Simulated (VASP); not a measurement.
Take Mg2Sn (antifluorite), from the solid elements, with no thermal terms, in VASP with PAW potentials, and its formation energy.

**Question.** One run gives -0.278 eV/atom. Which level is it?
A) PBE
B) LDA
C) PBEsol

**Answer.** B, LDA.  The others give -0.207 (PBE), -0.211 (PBEsol).

Only levels that ran to the end are used. Left out are those held back, those with too coarse a band path, GW runs whose mesh misses a band edge, hybrids' fits of cells that aren't cubic and levels without matching references; a question may draw on a part of the rest.
